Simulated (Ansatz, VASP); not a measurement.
**Cross-check of SiC (Moissanite 3C) between VASP and Ansatz**

One calculation is typed for both programs; each brings its own data sets. How far apart do they land? The cell is taken from a series of runs on this material, whose earlier steps may have relaxed, scaled, displaced or heated it; both programs get it as it stands.

Method: plane waves, with VASP 6.6.1 beside it; G0W0 gap at PBE0 form with 90 % exact exchange with an exact-exchange share of 0.9, in Ansatz 0.2.0.

## (1) The structure

Symmetry: F-43m, No. 216, cubic system. Conventional cell: a = 4.358 Å, b = 4.358 Å, c = 4.358 Å, α = 90.00°, β = 90.00°, γ = 90.00°. Nearest to Si lie 4 C at 1.89 Å. C has 4 Si at 1.89 Å nearest. Farther neighbours are not listed.

Structure file:

```xyz
2
Lattice="0.0000 2.1790 2.1790 2.1790 0.0000 2.1790 2.1790 2.1790 0.0000" Properties=species:S:1:pos:R:3 pbc="T T T"
Si    0.0000    0.0000    0.0000
C     1.0895    1.0895    1.0895
```

## (2) VASP: G0W0 gap, PBE0 form with 90 % exact exchange with an exact-exchange share of 0.9

Quasiparticle shifts depend on high empty states and on the cores, so they are the hardest test of two PAW sets.

Lines of VASP's logs that name or quote its potential files are left out, and so is its time.

The run reads the wave functions of an earlier VASP run, which isn't shown here.

INCAR

```
SYSTEM = SiC
PREC = Accurate
ENCUT = 440
ISMEAR = 0
SIGMA = 0.01
LREAL = .FALSE.
LHFCALC = .TRUE.
AEXX = 0.9
GGA = PE
LASPH = .TRUE.
NBANDS = 96
PRECFOCK = Fast
ALGO = EVGW0
NELMGW = 1
ENCUTGW = 150
NOMEGA = 64
NBANDSGW = 16
LWAVE = .FALSE.
LCHARG = .FALSE.
```

POSCAR

```
SiC
1.0
    0.0000000000      2.1790000000      2.1790000000
    2.1790000000      0.0000000000      2.1790000000
    2.1790000000      2.1790000000      0.0000000000
Si C
1 1
Direct
    0.0000000000      0.0000000000      0.0000000000
    0.2500000000      0.2500000000      0.2500000000
```

KPOINTS

```
Automatic mesh
0
Gamma
8 8 8
0 0 0
```

The projector-augmented-wave data sets are Si_GW and C_GW (PBE family, release 64).

Run with:

```sh
$ mpirun -np 8 vasp_std
```

Numbers of over 12 decimals in the logs are rounded to 6 here.

Output:

```text
[banner, memory and clock lines left out]
running    8 mpi-ranks, on    1 nodes
 distrk:  each k-point on    8 cores,    1 groups
 distr:  one band on    1 cores,    8 groups

 POSCAR found type information on POSCAR SiC
 POSCAR found :  2 types and       2 ions
|                                                                             |
|           W    W    AA    RRRRR   N    N  II  N    N   GGGG   !!!           |
|           W    W   A  A   R    R  NN   N  II  NN   N  G    G  !!!           |
|           W    W  A    A  R    R  N N  N  II  N N  N  G       !!!           |
|           W WW W  AAAAAA  RRRRR   N  N N  II  N  N N  G  GGG   !            |
|           WW  WW  A    A  R   R   N   NN  II  N   NN  G    G                |
|           W    W  A    A  R    R  N    N  II  N    N   GGGG   !!!           |
|                                                                             |
|     For optimal performance we recommend to set                             |
|       NCORE = 2 up to number-of-cores-per-socket                            |
|     NCORE specifies how many cores store one orbital (NPAR=cpu/NCORE).      |
|     This setting can greatly improve the performance of VASP for DFT.       |
|     The default, NCORE=1 might be grossly inefficient on modern             |
|     multi-core architectures or massively parallel machines. Do your        |
|     Unfortunately you need to use the default for GW and RPA                |
|     calculations (for HF NCORE is supported but not extensively tested      |
|     yet).                                                                   |
|                                                                             |

|                                                                             |
|           W    W    AA    RRRRR   N    N  II  N    N   GGGG   !!!           |
|           W    W   A  A   R    R  NN   N  II  NN   N  G    G  !!!           |
|           W    W  A    A  R    R  N N  N  II  N N  N  G       !!!           |
|           W WW W  AAAAAA  RRRRR   N  N N  II  N  N N  G  GGG   !            |
|           WW  WW  A    A  R   R   N   NN  II  N   NN  G    G                |
|           W    W  A    A  R    R  N    N  II  N    N   GGGG   !!!           |
|                                                                             |
|     The default for ENCUTGWSOFT is different in this version of VASP.       |
|     please manually set ENCUTGWSOFT =150 in the INCAR file.                 |
|                                                                             |

 LDA part: xc-table for (Slater+PW92), standard interpolation
 found WAVECAR, reading the header
 POSCAR, INCAR and KPOINTS ok, starting setup
 FFT: planning ... GRIDC
 FFT: planning ... GRID_SOFT
 FFT: planning ... GRID
 reading WAVECAR
 the WAVECAR file was read successfully
 initial charge from wavefunction
 available memory per node:    129.89 GB, setting MAXMEM to    133007

 The Fermi energy was updated, please check that it is located mid-gap
 values below the HOMO (VB) or above the LUMO (CB) will cause erroneous energies
 E-fermi :   7.7084

 calculate exact exchange contribution
 the WAVEDER file was read successfully
energies w=
    0.000    0.000    0.807    0.000    1.612    0.000    2.413    0.000
    3.209    0.000    3.999    0.000    4.780    0.000    5.553    0.000
    6.315    0.000    7.068    0.000    7.810    0.000    8.541    0.000
    9.263    0.000    9.975    0.000   10.678    0.000   11.373    0.000
   12.061    0.000   12.742    0.000   13.418    0.000   14.091    0.000
   14.761    0.000   15.430    0.000   16.099    0.000   16.770    0.000
   17.445    0.000   18.126    0.000   18.813    0.000   19.510    0.000
   20.218    0.000   20.939    0.000   21.677    0.000   22.434    0.000
   23.213    0.000   24.016    0.000   24.849    0.000   25.715    0.000
   26.619    0.000   27.565    0.000   28.561    0.000   29.612    0.000
   30.728    0.000   31.917    0.000   33.190    0.000   34.560    0.000
   36.043    0.000   37.656    0.000   39.424    0.000   41.371    0.000
   43.533    0.000   45.950    0.000   48.678    0.000   51.782    0.000
   55.353    0.000   59.508    0.000   64.407    0.000   70.273    0.000
   77.424    0.000   86.333    0.000   97.733    0.000  112.824    0.000
  133.720    0.000  164.515    0.000  214.317    0.000  308.321    0.000
 responsefunction array rank=      96
 LDA part: xc-table for (Slater+PW92), standard interpolation

 min. memory requirement per mpi rank    246.7 MB, per node   1973.7 MB

 allocating   8 responsefunctions rank=    96
 shmem allocating  64 responsefunctions rank=    96
 response function shared by NCSHMEM nodes    1
 Doing            8  frequencies on each core in blocks of           64
NQ=   1    0.0000    0.0000    0.0000,
|.........|.........|.........|.........|.........|.........|.........|.........
 performed        465000 updates of chi_q(r,r)
 total number of BLAS operations         15.75 Gflops
NQ=   2    0.1250    0.0000    0.0000,
|.........|.........|.........|.........|.........|.........|.........|.........
 performed       1357000 updates of chi_q(r,r)
 total number of BLAS operations         64.96 Gflops
NQ=   3    0.2500    0.0000    0.0000,
|.........|.........|.........|.........|.........|.........|.........|.........
 performed       2249000 updates of chi_q(r,r)
 total number of BLAS operations        114.17 Gflops
NQ=   4    0.3750    0.0000    0.0000,
|.........|.........|.........|.........|.........|.........|.........|.........
 performed       3141000 updates of chi_q(r,r)
 total number of BLAS operations        170.75 Gflops
NQ=   5    0.5000    0.0000    0.0000,
|.........|.........|.........|.........|.........|.........|.........|.........
 performed       3861000 updates of chi_q(r,r)
 total number of BLAS operations        217.47 Gflops
NQ=   6    0.1250    0.1250    0.0000,
|.........|.........|.........|.........|.........|.........|.........|.........
 performed       4729000 updates of chi_q(r,r)
 total number of BLAS operations        263.05 Gflops
NQ=   7    0.2500    0.1250    0.0000,
|.........|.........|.........|.........|.........|.........|.........|.........
 performed       6248000 updates of chi_q(r,r)
 total number of BLAS operations        348.82 Gflops
NQ=   8    0.3750    0.1250    0.0000,
|.........|.........|.........|.........|.........|.........|.........|.........
 performed       7767000 updates of chi_q(r,r)
 total number of BLAS operations        436.66 Gflops
NQ=   9    0.5000    0.1250    0.0000,
|.........|.........|.........|.........|.........|.........|.........|.........
 performed       9286000 updates of chi_q(r,r)
 total number of BLAS operations        524.49 Gflops
NQ=  10   -0.3750    0.1250    0.0000,
|.........|.........|.........|.........|.........|.........|.........|.........
 performed      10805000 updates of chi_q(r,r)
 total number of BLAS operations        610.27 Gflops
NQ=  11   -0.2500    0.1250    0.0000,
|.........|.........|.........|.........|.........|.........|.........|.........
 performed      12324000 updates of chi_q(r,r)
 total number of BLAS operations        694.02 Gflops
NQ=  12   -0.1250    0.1250    0.0000,
|.........|.........|.........|.........|.........|.........|.........|.........
 performed      13548000 updates of chi_q(r,r)
 total number of BLAS operations        758.30 Gflops
NQ=  13    0.2500    0.2500    0.0000,
|.........|.........|.........|.........|.........|.........|.........|.........
 performed      14416000 updates of chi_q(r,r)
 total number of BLAS operations        807.32 Gflops
NQ=  14    0.3750    0.2500    0.0000,
|.........|.........|.........|.........|.........|.........|.........|.........
 performed      15935000 updates of chi_q(r,r)
 total number of BLAS operations        897.23 Gflops
NQ=  15    0.5000    0.2500    0.0000,
|.........|.........|.........|.........|.........|.........|.........|.........
 performed      17454000 updates of chi_q(r,r)
 total number of BLAS operations        993.53 Gflops
NQ=  16   -0.3750    0.2500    0.0000,
|.........|.........|.........|.........|.........|.........|.........|.........
 performed      18973000 updates of chi_q(r,r)
 total number of BLAS operations       1087.67 Gflops
NQ=  17   -0.2500    0.2500    0.0000,
|.........|.........|.........|.........|.........|.........|.........|.........
 performed      20197000 updates of chi_q(r,r)
 total number of BLAS operations       1165.28 Gflops
NQ=  18    0.3750    0.3750    0.0000,
|.........|.........|.........|.........|.........|.........|.........|.........
 performed      21065000 updates of chi_q(r,r)
 total number of BLAS operations       1219.07 Gflops
NQ=  19    0.5000    0.3750    0.0000,
|.........|.........|.........|.........|.........|.........|.........|.........
 performed      22584000 updates of chi_q(r,r)
 total number of BLAS operations       1313.22 Gflops
NQ=  20   -0.3750    0.3750    0.0000,
|.........|.........|.........|.........|.........|.........|.........|.........
 performed      23808000 updates of chi_q(r,r)
 total number of BLAS operations       1387.38 Gflops
NQ=  21    0.5000    0.5000    0.0000,
|.........|.........|.........|.........|.........|.........|.........|.........
 performed      24445000 updates of chi_q(r,r)
 total number of BLAS operations       1430.57 Gflops
NQ=  22    0.3750    0.2500    0.1250,
|.........|.........|.........|.........|.........|.........|.........|.........
 performed      26136000 updates of chi_q(r,r)
 total number of BLAS operations       1528.35 Gflops
NQ=  23    0.5000    0.2500    0.1250,
|.........|.........|.........|.........|.........|.........|.........|.........
 performed      28085000 updates of chi_q(r,r)
 total number of BLAS operations       1643.71 Gflops
NQ=  24   -0.3750    0.2500    0.1250,
|.........|.........|.........|.........|.........|.........|.........|.........
 performed      29666000 updates of chi_q(r,r)
 total number of BLAS operations       1746.16 Gflops
NQ=  25    0.5000    0.3750    0.1250,
|.........|.........|.........|.........|.........|.........|.........|.........
 performed      31357000 updates of chi_q(r,r)
 total number of BLAS operations       1843.94 Gflops
NQ=  26   -0.3750    0.3750    0.1250,
|.........|.........|.........|.........|.........|.........|.........|.........
 performed      33306000 updates of chi_q(r,r)
 total number of BLAS operations       1975.96 Gflops
NQ=  27   -0.2500    0.3750    0.1250,
|.........|.........|.........|.........|.........|.........|.........|.........
 performed      34887000 updates of chi_q(r,r)
 total number of BLAS operations       2078.41 Gflops
NQ=  28   -0.3750    0.5000    0.1250,
|.........|.........|.........|.........|.........|.........|.........|.........
 performed      36114000 updates of chi_q(r,r)
 total number of BLAS operations       2154.47 Gflops
NQ=  29   -0.2500    0.5000    0.2500,
|.........|.........|.........|.........|.........|.........|.........|.........
 performed      36970000 updates of chi_q(r,r)
 total number of BLAS operations       2202.80 Gflops
 resolving degeneracies of screened two electron integrals

 calculate QP shifts <psi_nk| G(iteration)W_0 |psi_nk>: iteration 1
 entering main loop
```

From OUTCAR (step 2):

```text
ion  position               nearest neighbor table
   1  0.000  0.000  0.000-   2 1.89   2 1.89   2 1.89   2 1.89
   2  0.250  0.250  0.250-   1 1.89   1 1.89   1 1.89   1 1.89

  LATTYP: Found a face centered cubic cell.
 ALAT       =     4.3580000000

 Subroutine GETGRP returns: Found 24 space group operations
 (whereof 24 operations were pure point group operations)

The static configuration has the point symmetry T_d .

 Found     29 irreducible k-points:

   k-points           NKPTS =     29   k-points in BZ     NKDIM =    512   number of bands    NBANDS=     96

   dimension x,y,z NGX =    24 NGY =   24 NGZ =   24
   dimension x,y,z NGXF=    48 NGYF=   48 NGZF=   48

   ENCUT  =  440.0 eV  32.34 Ry    5.69 a.u.   5.27  5.27  5.27*2*pi/ulx,y,z

   NELECT =       8.0000    total number of electrons

  energy-cutoff  :      440.00
  volume of cell :       20.69
      direct lattice vectors                 reciprocal lattice vectors
     0.000000000  2.179000000  2.179000000    -0.229463056  0.229463056  0.229463056
     2.179000000  0.000000000  2.179000000     0.229463056 -0.229463056  0.229463056
     2.179000000  2.179000000  0.000000000     0.229463056  0.229463056 -0.229463056

 k-points in reciprocal lattice and weights: Automatic mesh
   0.00000000  0.00000000  0.00000000       0.002
   0.12500000  0.00000000  0.00000000       0.016
   0.25000000  0.00000000  0.00000000       0.016
   0.37500000  0.00000000  0.00000000       0.016
   0.50000000  0.00000000  0.00000000       0.008
   0.12500000  0.12500000  0.00000000       0.012
   0.25000000  0.12500000  0.00000000       0.047
   0.37500000  0.12500000  0.00000000       0.047
   0.50000000  0.12500000  0.00000000       0.047
[...]
-0.37500000  0.50000000  0.12500000       0.023
  -0.25000000  0.50000000  0.25000000       0.012

 E-fermi :   7.7084

 QP shifts <psi_nk| G(iteration)W_0 |psi_nk>: iteration 1
 for sc-GW calculations column KS-energies equals QP-energies in previous step
 and V_xc(KS)=  KS-energies - (<T + V_ion + V_H > + <T+V_H+V_ion>^1  + <V_x>^1)
 k-point   1 :       0.0000    0.0000    0.0000
  band No.  KS-energies  QP-energies   sigma(KS)   V_xc(KS)     V^pw_x(r,r')   Z            occupation Imag(sigma)
      1     -17.0684     -11.5898     -15.5976     -22.3030     -21.8155       0.8170       2.0000       0.8346
      2       3.9733       6.2145     -15.9667     -18.5281     -17.6207       0.8750       2.0000       0.0373
      3       3.9733       6.2145     -15.9667     -18.5281     -17.6207       0.8750       2.0000       0.0373
      4       3.9733       6.2145     -15.9667     -18.5281     -17.6207       0.8750       2.0000       0.0373
      5      17.8522      15.8610     -11.1243      -8.8328      -6.7129       0.8690       0.0000      -0.0664
      6      18.8317      16.9186      -9.8383      -7.6595      -5.6220       0.8780       0.0000      -0.0616
      7      18.8317      16.9186      -9.8383      -7.6595      -5.6220       0.8780       0.0000      -0.0616
      8      18.8317      16.9186      -9.8383      -7.6595      -5.6220       0.8780       0.0000      -0.0616
    ...

 k-point   2 :       0.1250    0.0000    0.0000
  band No.  KS-energies  QP-energies   sigma(KS)   V_xc(KS)     V^pw_x(r,r')   Z            occupation Imag(sigma)
      1     -16.6716     -11.2400     -15.6099     -22.2551     -21.7616       0.8174       2.0000       0.7901
      2       2.0460       4.5029     -15.6200     -18.4450     -17.5292       0.8697       2.0000       0.0404
      3       3.7116       5.9801     -15.9083     -18.5026     -17.5940       0.8744       2.0000       0.0374
      4       3.7116       5.9801     -15.9083     -18.5026     -17.5940       0.8744       2.0000       0.0374
      5      17.9447      16.0403     -10.4244      -8.2464      -6.1508       0.8744       0.0000      -0.0636
      6      19.3084      17.3289      -9.8793      -7.6192      -5.5765       0.8759       0.0000      -0.0635
      7      19.3084      17.3289      -9.8793      -7.6192      -5.5765       0.8759       0.0000      -0.0635
      8      19.6995      17.6031     -10.7866      -8.3727      -6.3134       0.8685       0.0000      -0.0677
    ...

 k-point   3 :       0.2500    0.0000    0.0000
  band No.  KS-energies  QP-energies   sigma(KS)   V_xc(KS)     V^pw_x(r,r')   Z            occupation Imag(sigma)
      1     -15.5135     -10.2931     -15.6829     -22.1404     -21.6321       0.8084       2.0000       0.6592
      2      -1.7770       1.1772     -15.2337     -18.6817     -17.7958       0.8568       2.0000       0.0585
      3       3.1693       5.4985     -15.8234     -18.4915     -17.5846       0.8730       2.0000       0.0379
      4       3.1693       5.4985     -15.8234     -18.4915     -17.5846       0.8730       2.0000       0.0379
      5      17.3078      15.4748     -10.3308      -8.2421      -6.1790       0.8776       0.0000      -0.0600
      6      19.5989      17.5957      -9.7142      -7.4253      -5.3564       0.8752       0.0000      -0.0655
      7      19.5989      17.5957      -9.7142      -7.4253      -5.3564       0.8752       0.0000      -0.0655
      8      21.7161      19.3806     -10.6865      -7.9633      -5.7975       0.8576       0.0000      -0.0840
    ...

 k-point   4 :       0.3750    0.0000    0.0000
  band No.  KS-energies  QP-energies   sigma(KS)   V_xc(KS)     V^pw_x(r,r')   Z            occupation Imag(sigma)
      1     -13.7745      -8.8366     -15.9406     -22.1026     -21.5850       0.8013       2.0000       0.4933
      2      -5.4890      -2.0584     -14.8565     -18.9517     -18.1022       0.8377       2.0000       0.0887
      3       2.7184       5.1008     -15.7846     -18.5173     -17.6153       0.8718       2.0000       0.0384
      4       2.7184       5.1008     -15.7846     -18.5173     -17.6153       0.8718       2.0000       0.0384
      5      16.8225      15.0217     -10.4446      -8.3955      -6.3565       0.8788       0.0000      -0.0581
      6      18.9699      17.0652      -9.4699      -7.3022      -5.2134       0.8787       0.0000      -0.0635
      7      18.9699      17.0652      -9.4699      -7.3022      -5.2134       0.8787       0.0000      -0.0635
      8      22.3244      19.9943      -9.5506      -6.8265      -4.5006       0.8554       0.0000      -0.0940
    ...

[... 4 further parts left out ...]
```

(Part 1 of 2 ends here.)

[Lines on the potential files, build, host, timing and source positions are cut from VASP's logs without a mark.]

[Logs are printed without paths, hosts, clocks, repeated set-up lines and the standing remarks that a program may print on its own settings, such as how far it seeks lower states.]

[Hosts, paths, dates, database ids (printed as entryN), source tags and the programs' standing remarks are cut or masked in the printed files.]
